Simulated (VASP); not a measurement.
Here is a VASP 6.6.1 calculation.

Contents of INCAR:

```
PREC = Accurate ; ENCUT = 520
EDIFF = 1E-6 ; ISMEAR = 0
SIGMA = 0.1 ; LREAL = F
LASPH = T ; NELM = 150
ALGO = Fast ; ISIF = 2
LWAVE = F ; LCHARG = F
ISPIN = 2 ; MAGMOM = 0 0 0 4 4 4 0
LORBIT = 11 ; LMAXMIX = 4
GGA = PE ; NBANDS = 32
```

Contents of KPOINTS:

```
regular mesh
0
Gamma
  4 4 4
```

The input POSCAR:

```
Li3Fe3P
1.0
    4.4652843100      0.0000000000      0.0000000000
    0.0000000000      4.4652843100      0.0000000000
    0.0000000000      0.0000000000      4.4652843100
Li Fe P
3 3 1
Direct
    0.5000000000      0.5000000000      0.0000000000
    0.0000000000      0.5000000000      0.5000000000
    0.5000000000      0.0000000000      0.5000000000
    0.5000000000      0.0000000000      0.0000000000
    0.0000000000      0.5000000000      0.0000000000
    0.0000000000      0.0000000000      0.5000000000
    0.5000000000      0.5000000000      0.5000000000
```

Potentials or basis: VASP PAW PBE potentials, release 64 (Li_sv, Fe, P).

Launch:

```console
$ cat potpaw_PBE.64/Li_sv/POTCAR potpaw_PBE.64/Fe/POTCAR potpaw_PBE.64/P/POTCAR > POTCAR
$ mpirun -np 1 vasp_std > vasp.out
```

Q: What does it give for the band gap on the k mesh?

A: None (metal or under the smearing width).

Q: What does it give for the site moments?

A: Li -0.02; Fe +2.68; P +0.11 μB.

Q: Estimate the net moment.

A: 8.02 μB per cell.
